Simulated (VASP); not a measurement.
```yaml
crystal:
  lattice:
    - [2.10079, -3.63868, 0.00000]
    - [2.10079, 3.63868, 0.00000]
    - [0.00000, 0.00000, 5.16435]
  atoms:
    - { symbol: Se, position: [0.00000, 0.24099, 0.66667] }
    - { symbol: Se, position: [0.75901, 0.75901, 0.00000] }
    - { symbol: Se, position: [0.24099, 0.00000, 0.33333] }
```

These are optB88-vdW, VASP's PBE PAW potentials (set 64) (plane waves; VASP) values and carry that method's errors. Run with 520 eV cut-off, 6×6×4 Γ-centred mesh, Gaussian smearing of 0.050 eV, potentials Se.

### Question
What does the run give for the energy per atom (σ→0), band gap (on the k-mesh) with the smallest direct gap where there is one?

### Answer

```
Quantity                                     Result
-----------------------------------  --------------
band gap (on the k-mesh)                    0.63 eV
smallest direct gap (on the k-mesh)         0.65 eV
energy per atom (σ→0)                -1.865 eV/atom
```

Only differences to runs with the same potentials and settings are physical.

The compound is Se in the trig structure. It was relaxed first. The start is the result of an earlier pass.
